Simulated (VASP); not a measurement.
Calculation: r2SCAN meta-GGA, VASP's PBE PAW potentials (set 64) (plane waves; VASP).

Input for VASP

### INCAR
```
! general
SYSTEM  = Zn
PREC    = Accurate
ENCUT   = 400
LREAL   = .False.
LASPH   = .True.

! electronic loop
EDIFF   = 1E-6
NELM    = 100
ALGO    = Normal
LMAXMIX = 4
LMIXTAU = .True.

! smearing
ISMEAR  = 1
SIGMA   = 0.1

! functional
METAGGA = R2SCAN

! ions
IBRION  = 2
NSW     = 60
ISIF    = 3
EDIFFG  = -0.01

! output
LWAVE   = .False.
LCHARG  = .False.
```

### POSCAR
```
Zn
1
    1.3241218393    -2.2934467207     0.0000000000
    1.3241218393     2.2934467207    -0.0000000000
    0.0000000000    -0.0000000000     4.6707427975
Zn
2
Direct
  0.3333330000   0.6666670000   0.2500000000
  0.6666670000   0.3333330000   0.7500000000
```

### KPOINTS
```
kpoints
0
Gamma
 14 14 7
```

POTCAR, in this order: Zn (PBE.64 set). Program: vasp_std.

### Question
Predict the energy per atom (σ→0), volume per atom, band gap (on the k-mesh).

### Answer

| Item | Result |
|---|---|
| energy per atom (σ→0) | -858.4 kJ/mol-atom |
| band gap (on the k-mesh) | none (metal, semimetal or under 0.01 eV) |
| volume per atom | 14.14 Å³/atom |

OSZICAR:
```
...
       N       E                     dE             d eps       ncg     rms          rms(c)
DAV:   1    -0.177926296547E+02   -0.18290E-03   -0.20167E-03  3160   0.891E-01    0.942E-02
DAV:   2    -0.177925291542E+02    0.10050E-03   -0.52465E-04  3392   0.539E-01    0.335E-02
DAV:   3    -0.177924926619E+02    0.36492E-04   -0.85363E-06  3240   0.505E-02    0.184E-02
DAV:   4    -0.177924832213E+02    0.94406E-05   -0.12950E-05  3576   0.485E-02    0.247E-03
DAV:   5    -0.177924797875E+02    0.34338E-05   -0.20674E-06  2520   0.171E-02    0.964E-04
DAV:   6    -0.177924791378E+02    0.64972E-06   -0.25101E-07  1560   0.428E-03
   6 F= -.17792479E+02 E0= -.17792415E+02  d E =0.231240E-04
```

The compound is Zn in the hcp structure. This run relaxes it. Symmetry was kept, so distortions that lower it aren't found. The start is the result of an earlier pass.
